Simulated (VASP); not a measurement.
The input files of a VASP run:

POSCAR:
```
Ge
1
    0.0000000000     2.7771790000     2.7964100000
    2.7786350000     0.0000000000     2.7964100000
    2.7786350000     2.7771790000     0.0000000000
Ge
2
Direct
  0.0000000000   0.0000000000   0.0000000000
  0.2455660000   0.2544340000   0.2544340000
```

KPOINTS:
```
Automatic mesh
0
Gamma
7 7 7
0 0 0
```

### INCAR
```
SYSTEM = Ge
PREC = Accurate; ENCUT = 400; LREAL = .FALSE.
LASPH = .TRUE.
EDIFF = 1E-6; NELM = 100; ALGO = Normal
LMAXMIX = 4
ISMEAR = 0; SIGMA = 0.05
GGA = PE
ISIF = 2
LWAVE = .FALSE.; LCHARG = .FALSE.
```

POTCAR, in this order: Ge_d (PBE.64 set). Program: vasp_std.

Translate this PBE calculation to Quantum ESPRESSO's pw.x.

One equivalent input (not run):
```
&CONTROL
  calculation = 'scf'
  pseudo_dir = './pseudo'
  outdir = './out'
  tprnfor = .true.
  tstress = .true.
/
&SYSTEM
  ibrav = 0
  nat = 2
  ntyp = 1
  ecutwfc = 78
  occupations = 'smearing'
  smearing = 'gaussian'
  degauss = 0.003675
  input_dft = 'pbe'
/
&ELECTRONS
  conv_thr = 7.3e-08
  electron_maxstep = 100
/
ATOMIC_SPECIES
  Ge 72.630 Ge.upf
CELL_PARAMETERS angstrom
     0.0000000    2.7771790    2.7964100
     2.7786350    0.0000000    2.7964100
     2.7786350    2.7771790    0.0000000
ATOMIC_POSITIONS crystal
  Ge   0.0000000  0.0000000  0.0000000
  Ge   0.2455660  0.2544340  0.2544340
K_POINTS automatic
  7 7 7 0 0 0
```
The two are equivalent in intent, not identical: the potentials are each code's own (VASP's PAW set, PseudoDojo norm-conserving files in pw.x), so ENCUT and ecutwfc are chosen apart and not converted; conv_thr bounds pw.x's estimated SCF error, while EDIFF bounds the energy change between steps.

The compound is Ge in the diamond structure. The cell was not relaxed at this level, atoms are displaced from their ideal sites.
